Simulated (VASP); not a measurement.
A convergence study with VASP on Br (space group Cmce): one setting is varied, all else stays as given below, so the limit is that of these other settings. ε∞ is the independent-particle value.

```
CELL_PARAMETERS angstrom
      2.25501    -3.35734     0.00000
      2.25501     3.35734     0.00000
      0.00000     0.00000     8.77842
ATOMIC_POSITIONS crystal
  Br 0.86100 0.86100 0.88900
  Br 0.63900 0.63900 0.38900
  Br 0.36100 0.36100 0.61100
  Br 0.13900 0.13900 0.11100
```

Level of theory: PBE GGA, VASP's PBE PAW potentials (set 64) (plane waves; VASP). The tightest run used: 550 eV cut-off, 5×5×2 Γ-centred mesh, Gaussian smearing of 0.050 eV, potentials Br.

| setting | mean ε∞ | bands |
|---|---|---|
| NBANDS = 15 | 3.10 | 15 |
| NBANDS = 16 | 4.80 | 16 |
| NBANDS = 18 | 5.23 | 18 |
| NBANDS = 22 | 5.77 | 22 |

Question: These are the cheaper rows. Estimate the results at NBANDS = 142, and how far the last row shown lies from them.

Answer: 
```csv
quantity,tightest run,last row shown is off by
mean ε∞,6.35,-0.58
```

Left out are rungs that failed or repeat a setting and relaxations that didn't move; long series are thinned to 24 rows.

The structure was generated: Br was put into an ordered model structure (Cmce), which need not be its known phase. The cell was not relaxed at this level, forces remain on its atoms.
